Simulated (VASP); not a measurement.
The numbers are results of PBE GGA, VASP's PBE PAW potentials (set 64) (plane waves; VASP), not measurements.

VASP ran on this input.

**INCAR**
```
SYSTEM = TiC
PREC = Low
ENCUT = 520
EDIFF = 1E-6
NELM = 100
ALGO = Normal
LREAL = .FALSE.
LASPH = .TRUE.
ISMEAR = 1
SIGMA = 0.1
GGA = PE
LMAXMIX = 4
LWAVE = .FALSE.
LCHARG = .FALSE.
ISIF = 2
```

### POSCAR
```
TiC
1
    0.0000000000     2.1474670000     2.1819300000
    2.2113730000     0.0000000000     2.1819300000
    2.2113730000     2.1474670000     0.0000000000
Ti C
1 1
Direct
  0.0000000000   0.0000000000   0.0000000000
  0.4802620000   0.5197380000   0.5197380000
```

File KPOINTS:
```
kpoints
0
Gamma
13 13 13
0 0 0
```

POTCAR, in this order: Ti_sv C (PBE.64 set). Program: vasp_std.

What VASP printed:

File OUTCAR:
```
 ion  position               nearest neighbor table
   1  0.000  0.000  0.000-   2 2.12   2 2.15   2 2.15   2 2.18   2 2.18   2 2.30
   2  0.480  0.520  0.520-   1 2.12   1 2.15   1 2.15   1 2.18   1 2.18   1 2.30
  LATTYP: Found a face centered orthorhombic cell.
 ALAT       =     4.2949340000
 B/A-ratio  =     1.0160482094
 C/A-ratio  =     1.0297587809
 Subroutine PRICEL returns:
 Original cell was already a primitive cell.
 Subroutine GETGRP returns: Found  4 space group operations
The static configuration has the point symmetry C_2v.
The dynamic configuration has the point symmetry C_2v.
 Subroutine INISYM returns: Found  4 space group operations
 Subroutine IBZKPT returns following result:
 Found    343 irreducible k-points:

 Following reciprocal coordinates:
            Coordinates               Weight
  0.000000  0.000000  0.000000      1.000000
  0.076923  0.000000  0.000000      8.000000
  0.153846  0.000000  0.000000      8.000000
  0.230769  0.000000  0.000000      8.000000
  0.307692  0.000000  0.000000      8.000000
  0.384615  0.000000  0.000000      8.000000
  0.461538  0.000000  0.000000      8.000000
...
```

**OSZICAR**
```
       N       E                     dE             d eps       ncg     rms          rms(c)
DAV:   1     0.120115774558E+03    0.12012E+03   -0.84644E+03  8236   0.159E+03
DAV:   2    -0.139647396026E+02   -0.13408E+03   -0.12747E+03  8536   0.383E+02
DAV:   3    -0.238375180090E+02   -0.98728E+01   -0.94414E+01 10696   0.987E+01
DAV:   4    -0.243232846195E+02   -0.48577E+00   -0.48451E+00 11032   0.206E+01
DAV:   5    -0.243386434706E+02   -0.15359E-01   -0.15357E-01 11012   0.329E+00    0.184E+01
DAV:   6    -0.193725211979E+02    0.49661E+01   -0.32847E+01  9812   0.703E+01    0.732E+00
DAV:   7    -0.187141368402E+02    0.65838E+00   -0.51503E+00  9980   0.288E+01    0.482E+00
DAV:   8    -0.186761797447E+02    0.37957E-01   -0.14209E-01  9080   0.493E+00    0.311E+00
DAV:   9    -0.186721001856E+02    0.40796E-02   -0.18489E-01  9064   0.552E+00    0.828E-01
DAV:  10    -0.186687076500E+02    0.33925E-02   -0.17565E-02 12044   0.186E+00    0.609E-01
DAV:  11    -0.186668083488E+02    0.18993E-02   -0.79886E-03  8672   0.140E+00    0.129E-01
DAV:  12    -0.186668118696E+02   -0.35208E-05   -0.44878E-04  9648   0.277E-01    0.394E-02
DAV:  13    -0.186667989722E+02    0.12897E-04   -0.25041E-05 11000   0.633E-02    0.129E-02
DAV:  14    -0.186667975059E+02    0.14663E-05   -0.18472E-06  7396   0.141E-02    0.281E-03
DAV:  15    -0.186667974329E+02    0.73040E-07   -0.21446E-07  4488   0.599E-03
   1 F= -.18666797E+02 E0= -.18666817E+02  d E =0.586815E-04
```

**OUTCAR**
```
------------------------ aborting loop because EDIFF is reached ----------------------------------------
  FORCE on cell =-STRESS in cart. coord.  units (eV):
  Direction    XX          YY          ZZ          XY          YZ          ZX
  --------------------------------------------------------------------------------------
  Total       -0.9171563      0.2065626     -0.5667338      0.0000000      0.0000000      0.0000000
  in kB      -70.9078974     15.9699275    -43.8157661      0.0000000      0.0000000      0.0000000
  external PRESSURE =     -32.9179120 kB  Pullay stress =       0.0000000 kB
  volume of cell :       20.72
      direct lattice vectors                 reciprocal lattice vectors
     0.000000000  2.147467000  2.181930000    -0.226103873  0.232832449  0.229154922
     2.211373000  0.000000000  2.181930000     0.226103873 -0.232832449  0.229154922
     2.211373000  2.147467000  0.000000000     0.226103873  0.232832449 -0.229154922
 POSITION                                       TOTAL-FORCE (eV/Angst)
 -----------------------------------------------------------------------------------
      0.00000      0.00000      0.00000         0.645823      0.000000      0.000000
      2.29867      2.14747      2.18193        -0.645823      0.000000      0.000000
 -----------------------------------------------------------------------------------
    total drift:                               -0.000014      0.000027      0.000021
  FREE ENERGIE OF THE ION-ELECTRON SYSTEM (eV)
  ---------------------------------------------------
  free  energy   TOTEN  =       -18.6667974329 eV

  energy  without entropy=      -18.6668561144  energy(sigma->0) =      -18.66681699
```
(Selected blocks of OUTCAR.)

File OUTCAR:
```
 val. band max:        9.2360356128   @ k =   0.0769   0.0000   0.0769

 cond. band min:       9.2504152590   @ k =   0.0769   0.0769   0.0000


 Fermi energy:         9.2408586760

 k-point     1 :       0.0000    0.0000    0.0000
  band No.  band energies     occupation
      1     -47.4626      2.00000
      2     -23.5164      2.00000
      3     -23.4988      2.00000
      4     -23.4786      2.00000
      5      -3.1169      2.00000
      6       9.6444     -0.00000
      7       9.7476     -0.00000
      8       9.7667     -0.00000
      9      10.0578     -0.00000
     10      10.9233     -0.00000
     11      11.0792     -0.00000
     12      11.1280     -0.00000

 k-point     2 :       0.0769    0.0000    0.0000
  band No.  band energies     occupation
      1     -47.4588      2.00000
      2     -23.5327      2.00000
      3     -23.5081      2.00000
      4     -23.4857      2.00000
      5      -2.9866      2.00000
      6       8.9975      2.00310
      7       9.3908     -0.05539
      8       9.5280     -0.00038
      9      10.0819     -0.00000
     10      10.3131     -0.00000
     11      11.1460     -0.00000
     12      12.1878      0.00000

 k-point     3 :       0.1538    0.0000    0.0000
  band No.  band energies     occupation
      1     -47.4483      2.00000
      2     -23.6022      2.00000
      3     -23.5199      2.00000
      4     -23.4941      2.00000
      5      -2.6077      2.00000
      6       7.9381      2.00000
      7       8.5338      2.00000
      8       8.6239      2.00000
      9      10.3298     -0.00000
     10      10.4254     -0.00000
     11      11.4848      0.00000
     12      13.4072      0.00000

 k-point     4 :       0.2308    0.0000    0.0000
  band No.  band energies     occupation
      1     -47.4334      2.00000
      2     -23.7055      2.00000
      3     -23.5328      2.00000
      4     -23.5029      2.00000
      5      -2.0157      2.00000
      6       6.7364      2.00000
...
```

The compound is TiC in the rock salt structure. The cell was not relaxed at this level, atoms are displaced from their ideal sites. The run is one of a series of settings (PREC = Low against the base run), some of them coarse on purpose.
